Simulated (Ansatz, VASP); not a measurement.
Two plane-wave programs on BeP

```
Be P
1.0
     0.00000    3.24725    0.00000
     3.24725    0.00000    0.00000
     1.62362    1.62362   -2.52719
Be P
1 1
Direct
  0.00000 0.00000 0.00000
  0.42800 0.42800 0.14400
```

The cell was built by a generator and needn't be a form met in nature.

Alike in both runs: task single point; functional r2SCAN; k mesh 10 × 10 × 10; no spin polarisation.

```csv
,VASP,Ansatz
version,VASP 6.6.1,Ansatz 0.2.0
potentials or method,"VASP PAW PBE potentials, release 64 (Be, P)",PAW plane waves
plane-wave cutoff (eV),520,500
occupations,"fermi-dirac, width 0.1 eV",fermi-dirac
valence electrons in the cell,7,7
```

Ansatz gave:

| Quantity | Value |
| --- | --- |
| gap on the k mesh at the Fermi level (eV) | none |
| pressure (GPa) | -3.6 |
| largest component of the traceless stress (GPa) | 3.30 |
| rms of the force components (eV/Å) | 0.065 |

Task: Which values does VASP return?

Result: gap on the k mesh at the Fermi level (eV): none; pressure (GPa): -3.6; largest component of the traceless stress (GPa): 3.46; rms of the force components (eV/Å): 0.066.

Atom by atom the forces differ by 0.001 eV/Å (rms over components). A gap of «none» marks a metal or a gap that the smearing closes.

Caveats: the PAW data sets were made with another functional, which shifts forces and pressure a little (VASP).
